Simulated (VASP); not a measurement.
Pt12CO, 14 atoms in the cell. The cell holds a slab with vacuum, 14 atoms: a = 5.556 Å, b = 5.556 Å, c = 22.635 Å, α = 90.00°, β = 90.00°, γ = 90.00°. 

```yaml
Program: VASP 6.6.1
Task: single point
Functional: PBE
Dispersion: D3(BJ)
Potentials_or_basis: VASP PAW PBE potentials, release 64 (Pt, O, C)
Cutoff: 520 eV
k_mesh: 5 × 5 × 1
Occupations: gaussian, width 0.1 eV
Spin: no spin polarisation
Dipole_correction: yes
Further_INCAR_settings: ALGO = Fast; EDIFF = 1e-07; NBANDS = 78
```

Potentials or basis: VASP PAW PBE potentials, release 64 (Pt, O, C).

Run with:

```sh
$ cat potpaw_PBE.64/Pt/POTCAR potpaw_PBE.64/O/POTCAR potpaw_PBE.64/C/POTCAR > POTCAR
$ mpirun -np 1 vasp_std > vasp.out
```

Hardware: 1 thread of Intel(R) Xeon(R) Platinum 8488C (Sapphire Rapids), with other jobs on the host.

Q: How long does it take, and how much memory?

A: It took 11 min on 1 thread of Intel(R) Xeon(R) Platinum 8488C (Sapphire Rapids), on a shared host, peak memory 0.75 GiB. Counts: scf iterations 28, k points 6.
